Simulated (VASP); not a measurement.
VASP runs on GaN (space group F-43m) share one base input (PBE GGA, plane waves, VASP's PBE PAW potentials (set 64)) and change the settings named in each case.

### INCAR
```
! general
SYSTEM =GaN
PREC   =Accurate
ENCUT  =400   ! plane-wave cut-off (eV)
LREAL  =.False.   ! projection in real space or not
LASPH  =.True.

! electronic loop
EDIFF  =1E-6
NELM   =100   ! most electronic steps
ALGO   =Normal   ! blocked Davidson
LMAXMIX=4

! smearing
ISMEAR =-1
SIGMA  =0.01   ! width (eV)

! functional
GGA    =PE   ! PBE

! ions
ISIF   =2   ! forces and stress, cell fixed

! output
LWAVE  =.False.
LCHARG =.False.
```

**KPOINTS**
```
Automatic mesh
0
Gamma
13 13 13
0 0 0
```

File POSCAR:
```
GaN
1
    0.0000000000     2.2600000000     2.2600000000
    2.2600000000     0.0000000000     2.2600000000
    2.2600000000     2.2600000000     0.0000000000
Ga N
1 1
Direct
  0.0000000000   0.0000000000   0.0000000000
  0.2500000000   0.2500000000   0.2500000000
```

POTCAR, in this order: Ga_d N (PBE.64 set). Program: vasp_std.

```tsv
change	E(σ→0) (eV/atom)	pressure (GPa)
base run	-6.0748	0.00
GGA = PS	-6.5604	…
GGA_COMPAT = .FALSE., LNONCOLLINEAR = .TRUE., LSORBIT = .TRUE., MAGMOM = 0.0 0.0 0.0 0.0 0.0 0.0, program vasp_ncl	-6.0775	0.01
KPOINTS 4×4×4 Γ-centred mesh	-6.0425	-0.14
```

**Question.** Fill in the missing entries.

**Answer.** 
- GGA = PS, pressure (GPa): -6.33

Energies of different potentials or functionals have different zeros.  At 400 eV the pressure can carry a Pulay error.

Left out are runs that ran out of time, are held back, or changed the cell or the kind of run, fixed moments of cells without a moment, rows past the twelfth, gaps on odd meshes, pressures of charged cells and columns that move by less than the noise.

The structure is a typed GaN crystal (F-43m). The cell was not relaxed at this level.
